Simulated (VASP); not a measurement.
Here is the system:

```
CELL_PARAMETERS angstrom
      4.34386     2.17193     2.17193
      2.17193     4.34386     2.17193
      2.17193     2.17193     4.34386
ATOMIC_POSITIONS crystal
  Fe 0.00000 0.00000 0.00000
  Fe 0.50000 0.50000 0.50000
  O  0.25000 0.25000 0.25000
  O  0.75000 0.75000 0.75000
```
Starting moments (μB, in the order of the record's atoms Fe Fe O O): 4.0 -4.0 0.0 0.0.

Computed with PBE GGA, VASP's PBE PAW potentials (set 64) (plane waves; VASP 6.6.1). Run with 400 eV cut-off, 7×7×7 Γ-centred mesh, Fermi-Dirac smearing of 0.020 eV, potentials Fe O.

At this cut-off the stress carries a Pulay error, which pulls relaxed volumes low.

Question: Give the stress tensor in GPa (positive for a compressed cell).

Answer: 
```
-10.80    3.08    3.08
  3.08  -10.80    3.08
  3.08    3.08  -10.80
```
The pressure is its mean diagonal, -10.80 GPa.

The structure is a typed FeO crystal. The cell was not relaxed at this level. The k-mesh is coarse (spacing up to 0.34 per Å, 2π included), so the numbers may not be converged in it.
